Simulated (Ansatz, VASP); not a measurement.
## Cross-check of Zn (Zn(0001)) between VASP and Ansatz

Aim: how closely do two programs agree when they are given the same cell, functional and k mesh? The cell is taken from a series of runs on this material, whose earlier steps may have relaxed, scaled, displaced or heated it; both programs get it as it stands.

Main program and level: Ansatz 0.2.0; plane waves, with VASP 6.6.1 beside it; PBE.

## 1. The starting structure

The cell holds 7 atoms: 7 Zn. Its edges and angles: a = 2.660 Å, b = 2.660 Å, c = 32.811 Å, α = 90.0°, β = 90.0°, γ = 60.0°. Vacuum lies along c.

## 2. Ansatz: single point, PBE

Ansatz runs on its default PAW (the set named soft_2) files.

With cell and atoms fixed, the geometry can't cause a difference; cores, projectors, grids and the points listed under the comparison can.

Input file input.yaml:

```yaml
crystal:
  lattice:
    - [2.66, 0.0, 0.0]
    - [1.33, 2.3036275741, 0.0]
    - [0.0, 0.0, 32.81088]
  atoms:
    - { symbol: Zn, position: [0.0, 0.0, 0.2742992568] }
    - { symbol: Zn, position: [0.6666666667, 0.6666666667, 0.3495328379] }
    - { symbol: Zn, position: [0.0, 0.0, 0.4247664189] }
    - { symbol: Zn, position: [0.6666666667, 0.6666666667, 0.5] }
    - { symbol: Zn, position: [0.0, 0.0, 0.5752335811] }
    - { symbol: Zn, position: [0.6666666667, 0.6666666667, 0.6504671621] }
    - { symbol: Zn, position: [0.0, 0.0, 0.7257007432] }
kpoints:
  mp_grid: { grid: [6, 6, 1] }
hamiltonian:
  xc: pbe
scf:
  occupations: { method: fermi_dirac, width: 0.1 }
  convergence: { dr2_threshold: 1.0e-09 }
efield:
  axis: 3
  dipole_correction: true
  ramp_position: 0.97
  ramp_width: 0.06
output:
  write_potential: true
  write_density: true
  volumetric_format: npy
```

On the command line:

```sh
> ansatz run input.yaml --threads 4 --pin off --max-ram 6144MiB --backend cpu --events-out ev --progress --plain --runs-dir out
```

Numbers of over 12 decimals in the logs are rounded to 6 here.

Log:

```text
Engine: ansatz 0.2.0, aarch64-unknown-linux-gnu
Pseudopotentials: kind: paw
Pseudopotential: Zn, paw, valence charge 12, recommended cutoff 420 eV (normal), Zn.paw.azcp
Functional definition: PBE
  parameter kappa = 0.804
  parameter beta = 0.066725
  exchange = pbe_x(kappa = kappa, mu = beta*pi^2/3)
  correlation = pbe_c(beta = beta)
Crystal: 7 atoms, lattice volume = 201.054 Å³
Basis set: ecut = 420 eV, 3991 PW (Γ)
Bands: 51, of which v1, the nominal top of the filled ones, is band 42 counted from 1 (41 counted from 0)
Symmetry: 6 space group operations
k-points: 7 of 36 (time reversal used)
Non-local potential: Zn, projectors of the file, l = 0: 2, l = 1: 2, l = 2: 3, l = 3: 1
PAW form: soft (Blöchl's): semilocal exchange-correlation on the pseudo side does not see the compensation charge
PAW one-centre angular grid: Zn, 590 points (default); XC on 64 Gauss nodes
Initial density: superposition of atomic densities (neutral atoms: chi_scale 0, normalization atom), corrected by the library's trained network
Initial wavefunctions: pseudopotential atomic-orbital guess
Functional: x = pbe(κ = 0.804, μ = 0.219515), c = pbe(β = 0.066725)
SCF iter   1: F=—  HF=-23232.814573 eV  |F-HF|=—  |Δ(HF+E_count)|=         —  Δρ=3.00e-3  dr2=2.21e-1  ethr=1.77e-3  p=-0.000 e·Å  D=-1.07e-14 V/Å  ΔV_dip=0.00 eV  dr2_dipole=6.33e-6  V_vac-E_F(+/−)=3.89/3.89 eV  ⟨swp⟩=13.7  Hψ=2196  notcnv=0  defer=5
efield: sawtooth ramp at fractional position 0.9700 (set: `efield.ramp_position`, or a place that a band, a saddle search or an elastic batch's reference lends), width 0.0600; the density the first Hamiltonian is built on has a dipole p = -0.000 e·Å; the dipole correction subtracts the counter field D = -1.07e-14 V/Å, which shifts the + side's vacuum level by +0.00 eV against the − side's; the planar-averaged density in the ramp window peaks in size at 2.0e-5 e/Å³
preconditioner: auto → LDOS  [metal: Δε(μ)=0.085 eV  Ē_g=10.563 eV  σ=0.100 eV  W_gap=0.21  n_scr=24 (ndim 8)  ℏωp=24.0 eV  f_vac=0.447  D(μ)=2.61/eV (n_scr^D=16)  β→1.0]
SCF iter   2: F=—  HF=-23232.810611 eV  |F-HF|=—  |Δ(HF+E_count)|=   3.96e-3  Δρ=3.35e-3  dr2=2.84e-2  ethr=2.63e-4  p=0.000 e·Å  D=4.01e-5 V/Å  ΔV_dip=-0.00 eV  dr2_dipole=6.41e-6  V_vac-E_F(+/−)=4.22/4.22 eV  ⟨swp⟩=3.1  Hψ=753  notcnv=0  defer=7
SCF iter   3: F=—  HF=-23232.805092 eV  |F-HF|=—  |Δ(HF+E_count)|=   5.52e-3  Δρ=2.02e-3  dr2=7.59e-3  ethr=3.39e-5  p=0.000 e·Å  D=8.68e-6 V/Å  ΔV_dip=-0.00 eV  dr2_dipole=4.67e-6  V_vac-E_F(+/−)=4.18/4.18 eV  ⟨swp⟩=2.0  Hψ=698  notcnv=0  defer=7
SCF iter   4: F=—  HF=-23232.802827 eV  |F-HF|=—  |Δ(HF+E_count)|=   2.27e-3  Δρ=4.23e-4  dr2=1.73e-3  ethr=9.04e-6  p=-0.000 e·Å  D=-7.60e-7 V/Å  ΔV_dip=0.00 eV  dr2_dipole=6.53e-8  V_vac-E_F(+/−)=4.19/4.19 eV  ⟨swp⟩=2.0  Hψ=615  notcnv=0  defer=7
SCF iter   5: F=—  HF=-23232.802572 eV  |F-HF|=—  |Δ(HF+E_count)|=   2.55e-4  Δρ=1.35e-4  dr2=1.92e-4  ethr=2.06e-6  p=0.000 e·Å  D=4.53e-7 V/Å  ΔV_dip=-0.00 eV  dr2_dipole=1.03e-9  V_vac-E_F(+/−)=4.21/4.21 eV  ⟨swp⟩=2.1  Hψ=648  notcnv=0  defer=7
SCF iter   6: F=—  HF=-23232.802569 eV  |F-HF|=—  |Δ(HF+E_count)|=   2.40e-6  Δρ=6.23e-5  dr2=1.33e-5  ethr=2.29e-7  p=0.000 e·Å  D=3.03e-7 V/Å  ΔV_dip=-0.00 eV  dr2_dipole=1.51e-9  V_vac-E_F(+/−)=4.22/4.22 eV  ⟨swp⟩=2.4  Hψ=570  notcnv=0  defer=7
SCF iter   7: F=—  HF=-23232.802565 eV  |F-HF|=—  |Δ(HF+E_count)|=   4.94e-6  Δρ=3.85e-5  dr2=3.53e-6  ethr=1.58e-8  p=-0.000 e·Å  D=-3.02e-8 V/Å  ΔV_dip=0.00 eV  dr2_dipole=2.09e-9  V_vac-E_F(+/−)=4.22/4.22 eV  ⟨swp⟩=2.0  Hψ=644  notcnv=0  defer=7
SCF iter   8: F=—  HF=-23232.802563 eV  |F-HF|=—  |Δ(HF+E_count)|=   1.93e-6  Δρ=9.20e-6  dr2=5.49e-7  ethr=4.20e-9  p=-0.000 e·Å  D=-2.44e-7 V/Å  ΔV_dip=0.00 eV  dr2_dipole=2.95e-11  V_vac-E_F(+/−)=4.22/4.22 eV  ⟨swp⟩=2.0  Hψ=625  notcnv=0  defer=7
SCF iter   9: F=—  HF=-23232.802563 eV  |F-HF|=—  |Δ(HF+E_count)|=   6.61e-8  Δρ=4.53e-6  dr2=4.07e-8  ethr=6.53e-10  p=0.000 e·Å  D=4.46e-9 V/Å  ΔV_dip=-0.00 eV  dr2_dipole=2.20e-13  V_vac-E_F(+/−)=4.22/4.22 eV  ⟨swp⟩=2.4  Hψ=632  notcnv=0  defer=7
SCF iter  10: F=—  HF=-23232.802563 eV  |F-HF|=—  |Δ(HF+E_count)|=  1.06e-10  Δρ=2.41e-6  dr2=1.02e-8  ethr=4.85e-11  p=-0.000 e·Å  D=-1.65e-8 V/Å  ΔV_dip=0.00 eV  dr2_dipole=6.95e-12  V_vac-E_F(+/−)=4.22/4.22 eV  ⟨swp⟩=2.1  Hψ=684  notcnv=0  defer=7
SCF iter  11: F=-23232.802563 eV  HF=-23232.802563 eV  |F-HF|=3.46e-10  |Δ(HF+E_count)|=   3.21e-9  Δρ=4.36e-7  dr2=3.03e-10  ethr=1.19e-12  p=0.000 e·Å  D=7.90e-9 V/Å  ΔV_dip=-0.00 eV  dr2_dipole=1.86e-13  V_vac-E_F(+/−)=4.22/4.22 eV  ⟨swp⟩=9.9  Hψ=1682  notcnv=0
SCF 1 converged in 11 iterations: F = -23232.802563 eV  dr2 = 3.03e-10
  greatest PAW one-centre occupation: 0.982 electrons in one spin orbital (limit 2), on the Zn atom at site 6 (counted from 0), in its partial waves of l = 2
WARN: The output density's exchange-correlation potential varies sharply where the density is thin. Do not read a vacuum level from v_tot or v_xc, or from such a field of the output density. On a cell that repeats whose density bears no net charge and no dipole along the vacuum's axis use v_es (v_loc + v_h of the components); under efield.dipole_correction with no amplitude use v_es + v_field, which holds any externa [...]
SCF converged after 11 iterations
Free energy (F): -23232.802563 eV
Harris-Foulkes:  -23232.802563 eV  (|F-HF|=3.46e-10)
Internal energy: -23232.708975 eV  (E = F + TS)
E sigma→0 (E₀):  -23232.755769 eV
Entropy (-TS):   -0.093587 eV (-13.370 meV/atom)
Fermi energy:    3.981202 eV
Dipole field:    D = 0.000001 V/Å  (p = 0.000001 e·Å, saw-weighted, corrected)
Work function:   Φ+ = 4.2184 eV   Φ− = 4.2184 eV
Levels:          The Fermi level and band energies are counted from a zero that moves with the ramp; work functions are not
--- Per-component energies (eV) ---
  E_band       = -265.235540
  E_kinetic    = 915.807683
  E_local      = -140682.606177  (includes V_loc(G=0)·N_el)
  E_nonlocal   = 4273.344659
  E_hartree    = 69168.288661
  E_xc         = -963.031232
  E_vxc        = -366.906196  (∫ρ·V_xc dr)
  E_paw        = -12773.128458  (= ΣΔE_a)
  E_vpaw       = -2741.448103  (= ΣTr[D̂ρ^β])
  E_aug_tail   = -0.002579  (compensation charges beyond the density's cutoff)
  E_efield     = 0.000000  (sawtooth field / dipole correction)
  E_vefield    = 0.000000  (∫n·V_field dr)
  E_ewald      = 56828.618467
  E_smearing   = -0.093587  (= −TS)
  E_closure    = -0.000000  (closes the sum)
  Σ components = -23232.802563   (vs F -23232.802563, Δ=0.00e0)
--- Band table (eV; the first three rows and the last of 7) ---
  k-point 0: bands = [... 38 lower, -3.0826, -2.9422, -1.8149, -0.3041, 0.9322, 2.8733, 4.7719, 6.5680, ... 5 higher]
  k-point 1: bands = [... 38 lower, -2.9482, -2.1897, -1.0535, 0.3127, 1.9781, 3.7146, 5.5638, 7.3284, ... 5 higher]
  k-point 2: bands = [... 38 lower, -1.0604, -0.0704, 1.1001, 2.2996, 4.6757, 6.1228, 7.2747, 7.5505, ... 5 higher]
  k-point 6: bands = [... 38 lower, 4.1000, 4.1747, 4.3846, 4.4561, 4.8980, 4.9961, 5.1323, 5.7847, ... 5 higher]
```

## 3. VASP: single point, PBE

The same cell, functional, mesh and smearing now go to VASP, with its own data sets.

Lines of VASP's logs that name or quote its potential files are left out, and so is its time.

Input file INCAR:

```
SYSTEM = Zn
PREC = Accurate
ENCUT = 400
EDIFF = 1E-06
NELM = 120
ISMEAR = -1
SIGMA = 0.1
LREAL = .FALSE.
ALGO = Normal
GGA = PE
NBANDS = 52
LORBIT = 11
LWAVE = .FALSE.
LCHARG = .FALSE.
ISIF = 2
LDIPOL = .TRUE.
IDIPOL = 3
DIPOL = 0.5 0.5 0.5
LVHAR = .TRUE.
LASPH = .TRUE.
GGA_COMPAT = .FALSE.
NELMDL = -8
KPAR = 2
```

Input file POSCAR:

```
Zn
1.0
    2.6600000000      0.0000000000      0.0000000000
    1.3300000000      2.3036275741      0.0000000000
    0.0000000000      0.0000000000     32.8108800000
Zn
7
Direct
    0.0000000000      0.0000000000      0.2742992568
    0.6666666667      0.6666666667      0.3495328379
    0.0000000000      0.0000000000      0.4247664189
    0.6666666667      0.6666666667      0.5000000000
    0.0000000000      0.0000000000      0.5752335811
    0.6666666667      0.6666666667      0.6504671621
    0.0000000000      0.0000000000      0.7257007432
```

Input file KPOINTS:

```
Automatic mesh
0
Gamma
6 6 1
0 0 0
```

The projector-augmented-wave data sets are Zn (PBE family, release 64).

On the command line:

```sh
> mpirun -np 2 vasp_std
```

Log:

```text
[banner, memory and clock lines left out]
running    2 mpi-ranks, on    1 nodes
 distrk:  each k-point on    1 cores,    2 groups
 distr:  one band on    1 cores,    1 groups

 POSCAR found type information on POSCAR Zn
 POSCAR found :  1 types and       7 ions
 LDA part: xc-table for (Slater+PW92), standard interpolation
 POSCAR, INCAR and KPOINTS ok, starting setup
 FFT: planning ... GRIDC
 FFT: planning ... GRID_SOFT
 FFT: planning ... GRID
 WAVECAR not read
 entering main loop
       N       E                     dE             d eps       ncg     rms          rms(c)
DAV:   1     0.541652640748E+03    0.54165E+03   -0.36075E+04   752   0.178E+03
DAV:   2     0.453745320544E+02   -0.49628E+03   -0.48476E+03   736   0.408E+02
DAV:   3    -0.684698864170E+01   -0.52222E+02   -0.51762E+02   792   0.146E+02
DAV:   4    -0.803335776059E+01   -0.11864E+01   -0.11833E+01   788   0.244E+01
DAV:   5    -0.804134845367E+01   -0.79907E-02   -0.79864E-02   784   0.155E+00
DAV:   6    -0.804149689485E+01   -0.14844E-03   -0.14843E-03   820   0.195E-01
DAV:   7    -0.804149893346E+01   -0.20386E-05   -0.20387E-05   792   0.237E-02
DAV:   8    -0.804149898013E+01   -0.46673E-07   -0.46546E-07   548   0.375E-03    0.718E+00
DAV:   9    -0.735802126790E+01    0.68348E+00   -0.34525E+00   832   0.284E+01    0.546E+00
DAV:  10    -0.740374127860E+01   -0.45720E-01   -0.12633E+00   808   0.250E+01    0.332E+00
DAV:  11    -0.760700196076E+01   -0.20326E+00   -0.27282E+00   904   0.473E+01    0.227E+00
DAV:  12    -0.735755502602E+01    0.24945E+00   -0.23873E+00   992   0.198E+01    0.503E-01
DAV:  13    -0.733410891040E+01    0.23446E-01   -0.18379E-01   852   0.800E+00    0.361E-01
DAV:  14    -0.733974095141E+01   -0.56320E-02   -0.64518E-02   756   0.211E+00    0.183E-01
[...]
DAV:  18    -0.733943953592E+01    0.44362E-05   -0.36895E-05   820   0.806E-02    0.352E-02
DAV:  19    -0.733943672777E+01    0.28081E-05   -0.15979E-05   764   0.689E-02    0.228E-02
DAV:  20    -0.733943872739E+01   -0.19996E-05   -0.37598E-06   704   0.260E-02    0.173E-02
DAV:  21    -0.733944228943E+01   -0.35620E-05   -0.20569E-06   548   0.191E-02    0.123E-02
DAV:  22    -0.733944491338E+01   -0.26240E-05   -0.18201E-06   616   0.295E-02    0.607E-03
DAV:  23    -0.733944791321E+01   -0.29998E-05   -0.10110E-06   468   0.176E-02    0.282E-03
DAV:  24    -0.733944942845E+01   -0.15152E-05   -0.65879E-07   456   0.124E-02    0.620E-04
DAV:  25    -0.733944992028E+01   -0.49183E-06   -0.41873E-07   448   0.669E-03
   1 F= -.73394499E+01 E0= -.72926775E+01  d E =-.935448E-01
```

OUTCAR, selected parts (step 3):

```text
ion  position               nearest neighbor table
   1  0.000  0.000  0.274-   2 2.91   2 2.91   2 2.91
   2  0.667  0.667  0.350-   3 2.91   3 2.91   3 2.91   1 2.91   1 2.91   1 2.91
   3  0.000  0.000  0.425-   2 2.91   2 2.91   2 2.91   4 2.91   4 2.91   4 2.91
   4  0.667  0.667  0.500-   3 2.91   5 2.91   3 2.91   5 2.91   3 2.91   5 2.91
   5  0.000  0.000  0.575-   6 2.91   6 2.91   6 2.91   4 2.91   4 2.91   4 2.91
   6  0.667  0.667  0.650-   5 2.91   5 2.91   5 2.91   7 2.91   7 2.91   7 2.91
   7  0.000  0.000  0.726-   6 2.91   6 2.91   6 2.91

  LATTYP: Found a hexagonal cell.
 ALAT       =     2.6600000000
 C/A-ratio  =    12.3349172931

 Subroutine GETGRP returns: Found 12 space group operations
 (whereof 12 operations were pure point group operations)

The static configuration has the point symmetry D_3h.

 Found      7 irreducible k-points:

   k-points           NKPTS =      7   k-points in BZ     NKDIM =      7   number of bands    NBANDS=     52

   dimension x,y,z NGX =    18 NGY =   18 NGZ =  216
   dimension x,y,z NGXF=    36 NGYF=   36 NGZF=  432

   ENCUT  =  400.0 eV  29.40 Ry    5.42 a.u.   4.34  4.34 53.51*2*pi/ulx,y,z

   NELECT =      84.0000    total number of electrons

 k-points in reciprocal lattice and weights: Automatic mesh
   0.00000000  0.00000000  0.00000000       0.028
   0.16666667  0.00000000  0.00000000       0.167
   0.33333333  0.00000000  0.00000000       0.167
   0.50000000  0.00000000  0.00000000       0.083
   0.33333333  0.16666667  0.00000000       0.167
   0.50000000  0.16666667  0.00000000       0.333
  -0.33333333  0.33333333  0.00000000       0.056

 dipolmoment           0.000000      0.000000     -0.000000 electrons x Angstroem

 average (electrostatic) potential at core
       1 -40.1511       2 -40.5192       3 -40.5070       4 -40.5308       5 -40.5070
       6 -40.5192       7 -40.1511

 E-fermi :  -0.2216

 k-point     1 :       0.0000    0.0000    0.0000
  band No.  band energies     occupation
    ...
     40      -7.1550      2.00000
     41      -6.0221      2.00000
     42      -4.5120      2.00000
     43      -3.2674      2.00000
     44      -1.3295      1.99997
     45       0.5696      0.00073
     46       2.3660      0.00000
     47       3.4892      0.00000
     48       3.8196      0.00000
     49       4.6739      0.00000
    ...

 k-point     2 :       0.1667    0.0000    0.0000
  band No.  band energies     occupation
    ...
     40      -6.4021      2.00000
     41      -5.2609      2.00000
     42      -3.8938      2.00000
     43      -2.2240      2.00000
     44      -0.4874      1.86900
     45       1.3630      0.00000
     46       3.1283      0.00000
     47       4.2652      0.00000
     48       4.6086      0.00000
     49       5.4623      0.00000
    ...

 k-point     3 :       0.3333    0.0000    0.0000
  band No.  band energies     occupation
    ...
     38      -6.0579      2.00000
     39      -5.2653      2.00000
     40      -4.2742      2.00000
     41      -3.1013      2.00000
     42      -1.9002      2.00000
     43       0.4740      0.00191
     44       1.9244      0.00000
     45       3.0802      0.00000
     46       3.3528      0.00000
     47       3.6607      0.00000
    ...

  Total       -2.3832620     -2.3832620      2.8386925      0.0000000      0.0000000      0.0000000
  in kB      -18.9919951    -18.9919951     22.6212786      0.0000000      0.0000000      0.0000000
  external PRESSURE =      -5.1209039 kB  Pullay stress =       0.0000000 kB

  energy-cutoff  :      400.00
  volume of cell :      201.05
      direct lattice vectors                 reciprocal lattice vectors
     2.660000000  0.000000000  0.000000000     0.375939850 -0.217048973  0.000000000
     1.330000000  2.303627574  0.000000000     0.000000000  0.434097947  0.000000000
     0.000000000  0.000000000 32.810880000     0.000000000  0.000000000  0.030477695

 POSITION                                       TOTAL-FORCE (eV/Angst)
 -----------------------------------------------------------------------------------
      0.00000      0.00000      9.00000        -0.000000     -0.000000     -0.280110
      2.66000      1.53575     11.46848         0.000000      0.000000      0.085086
      0.00000      0.00000     13.93696        -0.000000     -0.000000      0.011825
      2.66000      1.53575     16.40544        -0.000000     -0.000000      0.000000
      0.00000      0.00000     18.87392        -0.000000      0.000000     -0.011825
      2.66000      1.53575     21.34240         0.000000      0.000000     -0.085086
      0.00000      0.00000     23.81088        -0.000000     -0.000000      0.280110
 -----------------------------------------------------------------------------------
    total drift:                                0.000000      0.000000     -0.000000

  FREE ENERGIE OF THE ION-ELECTRON SYSTEM (eV)
  ---------------------------------------------------
  free  energy   TOTEN  =        -7.3394499203 eV

  energy  without entropy=       -7.2459050859  energy(sigma->0) =       -7.29267750

 vacuum level on the upper side and lower side of the slab         3.999         3.999

 total charge
# of ion       s       p       d       tot
------------------------------------------
    1        0.608   0.405   9.714  10.727
    2        0.596   0.448   9.719  10.764
    3        0.603   0.441   9.722  10.766
    4        0.603   0.436   9.724  10.763
    5        0.603   0.441   9.722  10.766
    6        0.596   0.448   9.719  10.764
    7        0.608   0.405   9.714  10.727
--------------------------------------------------
tot          4.217   3.024  68.034  75.276

[... 3 further parts left out ...]
```

## 4. Comparison

Known differences besides the potentials themselves: the cutoff is 420 eV in Ansatz and 400 eV in VASP. Total energies have different zeros and are not compared.

The two programs side by side:

| quantity | Ansatz | VASP | difference |
| --- | --- | --- | --- |
| work function, lower of the two faces (eV) | 4.22 | 4.22 | 0.00 |
| work function, higher of the two faces (eV) | 4.22 | 4.22 | 0.00 |

Where the cell holds vacuum, a pressure given here is an average over it and none of the material.

## 5. Summary of results

| Item | Value |
| --- | --- |
| difference in work function, lower of the two faces (single point, PBE) | -0.0022 eV |

**Reading.** The difference in work function, lower of the two faces is -0.0022 eV (single point, PBE). Such differences can come from data sets, numerical settings and the points named under the comparisons, not from the functional's error against experiment.

[Lines on the potential files, build, host, timing and source positions are cut from VASP's logs without a mark.]

[Logs are printed without paths, hosts, clocks, repeated set-up lines and the standing remarks that a program may print on its own settings, such as how far it seeks lower states.]

[Hosts, paths, dates, database ids (printed as entryN), source tags and the programs' standing remarks are cut or masked in the printed files.]
